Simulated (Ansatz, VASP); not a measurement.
# One calculation of AlSn, two programs

The input INCAR:

```
SYSTEM = AlSn
ALGO     = Normal         ! electronic algorithm
EDIFF    = 1E-7           ! SCF threshold, eV
ENCUT    = 520            ! plane-wave cutoff, eV
GGA      = PS             ! functional
ISIF     = 2              ! what is computed and relaxed
ISMEAR   = -1             ! smearing method
LASPH    = .True.         ! aspherical terms in the spheres
LCHARG   = .False.        ! write CHGCAR
LREAL    = .False.        ! projectors in reciprocal space
LWAVE    = .False.        ! write WAVECAR
NBANDS   = 16             ! bands
NELM     = 80             ! most SCF steps
PREC     = Accurate       ! precision mode
SIGMA    = 0.05           ! smearing width, eV
```

Contents of KPOINTS:

```
k-points
0
Gamma
  7 7 8
  0 0 0
```

Contents of POSCAR:

```
AlSn
1.0
    4.2804423157      0.0000000000      0.0000000000
   -2.1402211578      3.7069717847      0.0000000000
    0.0000000000      0.0000000000      3.3717036030
Sn Al
1 1
Direct
    0.3333333333      0.6666666667      0.5000000000
    0.0000000000      0.0000000000      0.0000000000
```

Contents of input.yaml:

```yaml
crystal:
  lattice:
    - [4.2804423157, 0.0, 0.0]
    - [-2.1402211578, 3.7069717847, 0.0]
    - [0.0, 0.0, 3.371703603]
  atoms:
    - { symbol: Sn, position: [0.3333333333, 0.6666666667, 0.5] }
    - { symbol: Al, position: [0.0, 0.0, 0.0] }
hamiltonian:
  xc: pbesol
  pseudopotentials: { kind: paw }
kpoints:
  mp_grid: { grid: [7, 7, 8] }
scf:
  occupations: { method: fermi_dirac, width: 0.05 }
output:
  forces: true
  stress: true
  eigenvalues: true
```

Change from the starting cell: volume scaled by 1.06.

Alike in both runs: task single point; functional PBEsol; k mesh 7 × 7 × 8; occupations fermi-dirac, width 0.05 eV; no spin polarisation.

```csv
,VASP,Ansatz
version,VASP 6.6.1,Ansatz 0.2.0
potentials or method,"VASP PAW PBE potentials, release 64 (Sn_d, Al)",Ansatz PAW
plane-wave cutoff (eV),520,420
valence electrons in the cell,17,17
```

```csv
,VASP,Ansatz,Ansatz less VASP
gap on the k mesh at the Fermi level (eV),none,none,-
pressure (GPa),-4.2,-4.2,+0.03
largest component of the traceless stress (GPa),0.38,0.38,0.000
```

A gap of «none» marks a metal or a gap that the smearing closes. With one functional, cell and mesh, what is left measures potentials, basis and numerics.

Caveats: the PAW data sets were made with another functional, which shifts forces and pressure a little (VASP); the PAW data sets come from PBE, with cores solved anew for the run's functional, which leaves a small shift of forces and pressure (Ansatz).
